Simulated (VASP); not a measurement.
Here is the system:

```xyz
3
Lattice="1.7876 -3.1434 0.0000 1.7876 3.1434 0.0000 0.0000 0.0000 5.7382" Properties=species:S:1:pos:R:3 pbc="T T T"
Zr     0.0000     0.0000     0.0000
S      1.7876     1.0556     1.4630
S      1.7876    -1.0556     4.2752
```

Level of theory: PBEsol GGA, VASP's PBE PAW potentials (set 64) (plane waves; VASP). Settings: 480 eV cut-off, 6×6×4 Γ-centred mesh, Gaussian smearing of 0.050 eV, potentials Zr_sv S.

Without a dispersion term in the relaxation, distances and binding between the weakly bound layers, chains or molecules are unreliable, and so is what depends on them.

**Question.** Give the stress tensor in GPa (positive for a compressed cell).

**Answer.** 
```
2.34  0.00  0.00
0.00  0.58  0.03
0.00  0.03  0.74
```
The pressure is its mean diagonal, 1.22 GPa.

The compound is ZrS2 in the 1T layered structure. This cell was strained or had an atom moved on purpose. Symmetry was kept, so distortions that lower it aren't found.
